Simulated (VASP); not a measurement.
The cell holds one Cu (fcc) (110) slab, with vacuum along c, ions free to move until forces fall under 0.03 eV/Å, no reconstruction beyond this cell, dipole correction on.

Here is the system:

```
Cu
1.0
    2.52276     0.00000     0.00000
    0.00000     3.56772     0.00000
    0.00000     0.00000    24.91534
Cu
8
Direct
  0.00000   0.00000   0.32581
  0.50000   0.50000   0.37154
  0.00000   0.00000   0.42450
  0.50000   0.50000   0.47418
  0.00000   0.00000   0.52582
  0.50000   0.50000   0.57550
  0.00000   0.00000   0.62846
  0.50000   0.50000   0.67419
```

Computed with PBEsol GGA, VASP's PBE PAW potentials (set 64) (plane waves; VASP). Settings: 400 eV cut-off, 11×8×1 Γ-centred mesh, first-order Methfessel-Paxton smearing of 0.10 eV, potentials Cu.

Slab and bulk use different k-meshes, so the surface energy is good to a few per cent at best.

Task: Predict its surface energy, work function, band gap (on the k-mesh).

Result: 
```
Property                                                    Result
------------------------  ----------------------------------------
surface energy                                           1.90 J/m²
work function                                              4.56 eV
band gap (on the k-mesh)  none (metal, semimetal or under 0.01 eV)
```

Measured: work function 4.56 eV (computed value off by +0.00 eV), as given by Abhirup Patra et al., Proceedings of the National Academy of Sciences (2017), arXiv:1702.08515.

The cell is a thin slab with vacuum, built from Cu (fcc): (110) face.
